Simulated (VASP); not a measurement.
The system is PtS2.

```
Pt S
1.0
     3.54320    0.00000    0.00000
    -1.77160    3.06850    0.00000
     0.00000    0.00000    5.03880
Pt S
1 2
Cartesian
  0.0000 0.0000 0.0000
  0.0000 2.0457 1.1438
  1.7716 1.0228 3.8950
```

| Item | Value |
| --- | --- |
| Program | VASP 6.6.1 |
| Task | relaxation of cell and atoms |
| Functional | r2SCAN |
| Dispersion | rVV10 |
| Potentials or basis | VASP PAW PBE potentials, release 64 (Pt, S) |
| Cutoff | 600 eV |
| k mesh | 9 × 9 × 5 |
| Occupations | gaussian, width 0.03 eV |
| Spin | no spin polarisation |

At the start: pressure 8.2 GPa; volume 18.26 Å³/atom.

**Question.** How do energy, volume and symmetry change on relaxing?

**Answer.** Over 17 steps the energy falls by 36.6 meV/atom and the volume is 18.73 Å³/atom (+2.5 %); space group P-3m1 (No. 164, to 0.05 Å).

Step by step:
```
step  energy change (eV)  largest force (eV/Å)  pressure (GPa)  volume (Å³)
   1              0.0000                1.2746            8.23        54.78
   2              0.1825                1.1286          -12.48        62.56
   3             -0.0907                0.2563           -1.03        57.43
   4             -0.0908                0.2862           -0.76        57.34
   5             -0.1055                0.1363           -0.41        57.00
   6             -0.1094                0.0092           -0.12        56.71
   7             -0.1094                0.0034           -0.11        56.69
   8             -0.1095                0.0285            0.13        56.58
   9             -0.1095                0.0215            0.06        56.61
  10             -0.1095                0.0225            0.06        56.59
  11             -0.1096                0.0238            0.06        56.51
  12             -0.1098                0.0276            0.06        56.36
  13             -0.1097                0.0356            0.05        56.06
  14             -0.1098                0.0310            0.04        56.29
  15             -0.1098                0.0114           -0.21        56.29
  16             -0.1098                0.0042           -0.10        56.29
  17             -0.1099                0.0036            0.05        56.18
```

Final structure:
```
CELL_PARAMETERS angstrom
3.55360 0.00000 0.00000
-1.77680 3.07751 0.00000
0.00000 0.00000 5.13707
ATOMIC_POSITIONS crystal
Pt 0.00000 0.00000 0.00000
S 0.33333 0.66667 0.23871
S 0.66667 0.33333 0.76129
```

Caveat: the PAW data sets were made with another functional, which shifts forces and pressure a little.
